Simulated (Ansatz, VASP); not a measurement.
# Cross-check of TiO2 (Rutile) between VASP and Ansatz, part 2 of 2

Aim: how closely do two programs agree when they are given the same cell, functional and k mesh? The structure shown is the start of the Ansatz relaxation below; VASP solves that cell, so the two are compared at the walk's first step.

VASP 6.6.1 and Ansatz 0.2.0.

So far. Step 3 (VASP: single point, LDA, start cell, pair 1): The run ends at a pressure of 26.45 GPa, with forces up to 0.12 eV/Å.

## (6) Ansatz: relaxation, LDA

Level of this step: Ansatz beside VASP: Kohn-Sham DFT, plane waves, LDA (Ansatz).

The two programs are compared at the cell with which this relaxation starts, whose forces are those of its first step. The cell compared in this pair holds 56.75 Å³, against 55.54 Å³ for the pair before.

The structure compared here is the start of the Ansatz relaxation; VASP solves that cell, so the two are compared at the walk's first step.

File input.yaml:

```yaml
crystal:
  lattice:
    - [4.4443149087, 0.0, 0.0]
    - [0.0, 4.4443149087, 0.0]
    - [0.0, 0.0, 2.8730732414]
  atoms:
    - { symbol: O, position: [0.3028005197, 0.3028005197, 0.0] }
    - { symbol: O, position: [0.1971994803, 0.8028005197, 0.5] }
    - { symbol: O, position: [0.6971994803, 0.6971994803, 0.0] }
    - { symbol: O, position: [0.8028005197, 0.1971994803, 0.5] }
    - { symbol: Ti, position: [0.0, 0.0, 0.0] }
    - { symbol: Ti, position: [0.5, 0.5, 0.5] }
kpoints:
  mp_grid: { grid: [8, 8, 12] }
hamiltonian:
  xc: lda
  pseudopotentials: { kind: paw, azcp: { folder: soft_1 }, xc_functional: pbe }
scf:
  occupations: { method: fixed }
output:
  forces: true
  stress: true
  eigenvalues: true
relax:
  adjacent_minimum: "off"
  f_tol: 0.001
  max_steps: 60
  cell: { stress_tol: 0.01, fix: [volume] }
```

On the command line:

```
$ ansatz run input.yaml --threads 8 --pin off --max-ram 16384MiB --backend cpu --events-out ev --progress --plain --runs-dir out
```

Numbers of over 12 decimals in the logs are rounded to 6 here.

The program printed:

```text
[...]
Crystal: 6 atoms, lattice volume = 56.749 Å³
Basis set: ecut = 420 eV, 1105 PW (Γ)
Bands: 30, of which v1, the nominal top of the filled ones, is band 24 counted from 1 (23 counted from 0)
Symmetry: 16 space group operations
[...]
k-points: 105 of 768
[...]
cell:  # Å, volume = 56.7488 Å³
    - [4.438907, 0, 0.0]
    - [0, 4.438907, 0.0]
    - [0.0, 0.0, 2.880078]
  atoms:
    - { symbol: O, position: [0.302348, 0.302348, 0.0] }
    - { symbol: O, position: [0.197652, 0.802348, 0.500000] }
    - { symbol: O, position: [0.697652, 0.697652, 0.0] }
    - { symbol: O, position: [0.802348, 0.197652, 0.500000] }
    - { symbol: Ti, position: [0, 0, 0.0] }
    - { symbol: Ti, position: [0.500000, 0.500000, 0.500000] }
[key lines of the parts left out:]
SCF converged after 6 iterations
Free energy (F): -7130.232496 eV
Fermi energy:    10.209247 eV
P = ⅓ Tr σ = 17.4643 GPa (174.643 kbar)
```

## (7) VASP: single point, LDA, start cell, pair 2

The same cell, functional (in two slightly different forms) and mesh now go to VASP, with its own data sets.

File INCAR:

```
SYSTEM = TiO2
PREC = Accurate
ENCUT = 520
EDIFF = 1E-06
NELM = 120
ISMEAR = 0
SIGMA = 0.01
LREAL = .FALSE.
ALGO = Normal
GGA = CA
NBANDS = 30
LASPH = .TRUE.
LORBIT = 11
LWAVE = .FALSE.
LCHARG = .FALSE.
ISIF = 2
GGA_COMPAT = .FALSE.
EFERMI = MIDGAP
KPAR = 2
```

File POSCAR:

```
TiO2
1.0
    4.4443150000      0.0000000000      0.0000000000
    0.0000000000      4.4443150000      0.0000000000
    0.0000000000      0.0000000000      2.8730730000
O Ti
4 2
Direct
    0.3028005441      0.3028005441      0.0000000000
    0.1971995684      0.8028004316      0.5000001740
    0.6971994559      0.6971994559      0.0000000000
    0.8028004316      0.1971995684      0.5000001740
    0.0000000000      0.0000000000      0.0000000000
    0.4999998875      0.4999998875      0.5000001740
```

File KPOINTS:

```
Automatic mesh
0
Gamma
8 8 12
0 0 0
```

PAW data sets: O and Ti_sv (LDA family, release 64).

On the command line:

```
$ mpirun -np 2 vasp_std
```

The program printed:

```text
[... set-up lines as in an earlier step ...]
 entering main loop
       N       E                     dE             d eps       ncg     rms          rms(c)
DAV:   1     0.663286536393E+03    0.66329E+03   -0.24760E+04  6300   0.191E+03
DAV:   2     0.299251669447E+02   -0.63336E+03   -0.60142E+03  6848   0.561E+02
DAV:   3    -0.700886494614E+02   -0.10001E+03   -0.97401E+02  9602   0.203E+02
DAV:   4    -0.746894040049E+02   -0.46008E+01   -0.45953E+01  8396   0.432E+01
[...]
DAV:  13    -0.585577091441E+02    0.18795E-03   -0.63622E-04  7608   0.269E-01    0.303E-02
DAV:  14    -0.585577068136E+02    0.23305E-05   -0.40369E-05  7982   0.559E-02    0.109E-02
DAV:  15    -0.585577073767E+02   -0.56310E-06   -0.31962E-06  5752   0.134E-02
   1 F= -.58557707E+02 E0= -.58557707E+02  d E =0.000000E+00
```

OUTCAR, selected parts (step 7):

```text
  Total        6.5605090      6.5605090      7.2336233     -0.0000000      0.0000000      0.0000000
  in kB      185.2216672    185.2216672    204.2255831     -0.0000000      0.0000000      0.0000000
  external PRESSURE =     191.5563059 kB  Pullay stress =       0.0000000 kB

 POSITION                                       TOTAL-FORCE (eV/Angst)
 -----------------------------------------------------------------------------------
      1.34574      1.34574      0.00000        -0.089002     -0.089002      0.000000
      0.87642      3.56790      1.43654         0.089002     -0.089002      0.000000
      3.09857      3.09857      0.00000         0.089002      0.089002      0.000000
      3.56790      0.87642      1.43654        -0.089002      0.089002      0.000000
      0.00000      0.00000      0.00000         0.000000      0.000000      0.000000
      2.22216      2.22216      1.43654         0.000000      0.000000      0.000000
 -----------------------------------------------------------------------------------
    total drift:                                0.000980      0.000980     -0.001901

  FREE ENERGIE OF THE ION-ELECTRON SYSTEM (eV)
  ---------------------------------------------------
  free  energy   TOTEN  =       -58.5577073767 eV

  energy  without entropy=      -58.5577073767  energy(sigma->0) =      -58.55770738

[... 1 part as in an earlier step ...]

[... 2 further parts left out ...]
[key lines of the parts left out:]
E-fermi :   6.6022
```

The run ends at a pressure of 19.16 GPa, with forces up to 0.13 eV/Å.

## (8) Comparison

Forces (eV/Å; atoms numbered as in POSCAR):

```
atom         Ansatz x, y, z           VASP x, y, z
  O1  -0.068, -0.068, 0.000  -0.089, -0.089, 0.000
  O2   0.068, -0.068, 0.000   0.089, -0.089, 0.000
  O3    0.068, 0.068, 0.000    0.089, 0.089, 0.000
  O4   -0.068, 0.068, 0.000   -0.089, 0.089, 0.000
 Ti5    0.000, 0.000, 0.000    0.000, 0.000, 0.000
 Ti6    0.000, 0.000, 0.000    0.000, 0.000, 0.000
```

The forces differ by 14 meV/Å r.m.s., which is 24.1 % of the r.m.s. force of 0.059 eV/Å (both taken over all components).

## (9) What the set-up changes

Further runs change the set-up of one program: Ansatz's method, potentials or start, or VASP's data sets, cutoff or form of LDA. The table gives that difference for each run.

```
                         run  r.m.s. force difference (meV/Å)
                    as above                               14
VASP with a cutoff of 600 eV (perhaps on Ansatz's relaxed cell)                               12
```

## (10) Ansatz: relaxation, LDA

The two programs are compared at the cell with which this relaxation starts, whose forces are those of its first step. The cell compared in this pair holds 57.96 Å³, against 56.75 Å³ for the pair before.

The structure compared here is the start of the Ansatz relaxation; VASP solves that cell, so the two are compared at the walk's first step.

input.yaml, the sections that differ from step 6:

```yaml
crystal:
  lattice:
    - [4.4813658798, 0.0, 0.0]
    - [0.0, 4.4813658798, 0.0]
    - [0.0, 0.0, 2.8858843184]
  atoms:
    - { symbol: O, position: [0.3033308926, 0.3033308926, 0.0] }
    - { symbol: O, position: [0.1966691074, 0.8033308926, 0.5] }
    - { symbol: O, position: [0.6966691074, 0.6966691074, 0.0] }
    - { symbol: O, position: [0.8033308926, 0.1966691074, 0.5] }
    - { symbol: Ti, position: [0.0, 0.0, 0.0] }
    - { symbol: Ti, position: [0.5, 0.5, 0.5] }
# kpoints, hamiltonian, scf, output, relax: as in step 6
```

On the command line:

```
$ ansatz run input.yaml --threads 8 --pin off --max-ram 16384MiB --backend cpu --events-out ev --progress --plain --runs-dir out
```

The program printed:

```text
[...]
Crystal: 6 atoms, lattice volume = 57.956 Å³
Basis set: ecut = 420 eV, 1153 PW (Γ)
Bands: 30, of which v1, the nominal top of the filled ones, is band 24 counted from 1 (23 counted from 0)
Symmetry: 16 space group operations
[...]
k-points: 105 of 768
[...]
cell:  # Å, volume = 57.9562 Å³
    - [4.475614, 0, 0.0]
    - [0, 4.475614, 0.0]
    - [0.0, 0.0, 2.893307]
  atoms:
    - { symbol: O, position: [0.302801, 0.302801, 0.0] }
    - { symbol: O, position: [0.197199, 0.802801, 0.5] }
    - { symbol: O, position: [0.697199, 0.697199, 0.0] }
    - { symbol: O, position: [0.802801, 0.197199, 0.5] }
    - { symbol: Ti, position: [0, 0, 0.0] }
    - { symbol: Ti, position: [0.5, 0.5, 0.5] }
[key lines of the parts left out:]
SCF converged after 6 iterations
Free energy (F): -7130.339122 eV
Fermi energy:    9.858076 eV
P = ⅓ Tr σ = 10.9607 GPa (109.607 kbar)
```

## (11) VASP: single point, LDA, start cell, pair 3

The same cell, functional (in two slightly different forms) and mesh now go to VASP, with its own data sets.

INCAR is that of step 7.

File POSCAR:

```
TiO2
1.0
    4.4813660000      0.0000000000      0.0000000000
    0.0000000000      4.4813660000      0.0000000000
    0.0000000000      0.0000000000      2.8858840000
O Ti
4 2
Direct
    0.3033309486      0.3033309486      0.0000000000
    0.1966690514      0.8033309486      0.5000000000
    0.6966690514      0.6966690514      0.0000000000
    0.8033309486      0.1966690514      0.5000000000
    0.0000000000      0.0000000000      0.0000000000
    0.5000000000      0.5000000000      0.5000000000
```

KPOINTS is that of step 7.

On the command line:

```
$ mpirun -np 2 vasp_std
```

The program printed:

```text
[... set-up lines as in an earlier step ...]
 entering main loop
       N       E                     dE             d eps       ncg     rms          rms(c)
DAV:   1     0.661137321824E+03    0.66114E+03   -0.24838E+04  6300   0.191E+03
DAV:   2     0.307817813812E+02   -0.63036E+03   -0.59913E+03  6772   0.559E+02
DAV:   3    -0.704338768513E+02   -0.10122E+03   -0.99281E+02  9564   0.204E+02
DAV:   4    -0.749569642936E+02   -0.45231E+01   -0.45176E+01  8514   0.428E+01
[...]
DAV:  13    -0.586754272610E+02    0.19922E-03   -0.66923E-04  7630   0.271E-01    0.300E-02
DAV:  14    -0.586754250309E+02    0.22301E-05   -0.42172E-05  7898   0.557E-02    0.106E-02
DAV:  15    -0.586754256590E+02   -0.62807E-06   -0.36711E-06  6104   0.141E-02
   1 F= -.58675426E+02 E0= -.58675426E+02  d E =0.000000E+00
```

Parts of OUTCAR (step 11):

```text
  Total        4.3429599      4.3429599      5.0277397      0.0000000      0.0000000      0.0000000
  in kB      120.0595472    120.0595472    138.9900355      0.0000000      0.0000000      0.0000000
  external PRESSURE =     126.3697100 kB  Pullay stress =       0.0000000 kB

 POSITION                                       TOTAL-FORCE (eV/Angst)
 -----------------------------------------------------------------------------------
      1.35934      1.35934      0.00000        -0.093201     -0.093201      0.000000
      0.88135      3.60002      1.44294         0.093201     -0.093201      0.000000
      3.12203      3.12203      0.00000         0.093201      0.093201     -0.000000
      3.60002      0.88135      1.44294        -0.093201      0.093201     -0.000000
      0.00000      0.00000      0.00000         0.000000      0.000000      0.000000
      2.24068      2.24068      1.44294         0.000000      0.000000      0.000000
 -----------------------------------------------------------------------------------
    total drift:                               -0.000000      0.000000     -0.000000

  FREE ENERGIE OF THE ION-ELECTRON SYSTEM (eV)
  ---------------------------------------------------
  free  energy   TOTEN  =       -58.6754256590 eV

  energy  without entropy=      -58.6754256590  energy(sigma->0) =      -58.67542566

[... 1 part as in an earlier step ...]

[... 2 further parts left out ...]
[key lines of the parts left out:]
E-fermi :   6.3319
```

The run ends at a pressure of 12.64 GPa, with forces up to 0.13 eV/Å.

## (12) Comparison

Forces (eV/Å; atoms numbered as in POSCAR):

```
atom         Ansatz x, y, z           VASP x, y, z
  O1  -0.070, -0.070, 0.000  -0.093, -0.093, 0.000
  O2   0.070, -0.070, 0.000   0.093, -0.093, 0.000
  O3    0.070, 0.070, 0.000    0.093, 0.093, 0.000
  O4   -0.070, 0.070, 0.000   -0.093, 0.093, 0.000
 Ti5    0.000, 0.000, 0.000    0.000, 0.000, 0.000
 Ti6    0.000, 0.000, 0.000    0.000, 0.000, 0.000
```

The forces differ by 15 meV/Å r.m.s., which is 24.5 % of the r.m.s. force of 0.062 eV/Å (both taken over all components).

## (13) What the set-up changes

Further runs change the set-up of one program: Ansatz's method, potentials or start, or VASP's data sets, cutoff or form of LDA. The table gives that difference for each run.

```
                         run  r.m.s. force difference (meV/Å)
                    as above                               15
VASP with a cutoff of 600 eV (perhaps on Ansatz's relaxed cell)                               13
```

## (14) What came out

```json
{"r.m.s. force difference (single point, LDA, start cell, pair 1)": "13 meV/Å", "r.m.s. force difference (single point, LDA, start cell, pair 2)": "14 meV/Å", "r.m.s. force difference (single point, LDA, start cell, pair 3)": "15 meV/Å"}
```

What this shows: The r.m.s. force difference is 15 meV/Å (single point, LDA, start cell, pair 3), beyond the 12 meV/Å picked in this series as the mark of a large difference. 10 further runs of this series are not shown here. Such differences can come from data sets, numerical settings and the points named under the comparisons, not from the functional's error against experiment.

[Lines on the potential files, build, host, timing and source positions are cut from VASP's logs without a mark.]

[Logs are printed without paths, hosts, clocks, repeated set-up lines and the standing remarks that a program may print on its own settings, such as how far it seeks lower states.]

[Hosts, paths, dates, database ids (printed as entryN), source tags and the programs' standing remarks are cut or masked in the printed files.]

[Rows of further runs with another cutoff or data set may stand on the cell that Ansatz relaxed, not on the start cell of the pair above them.]
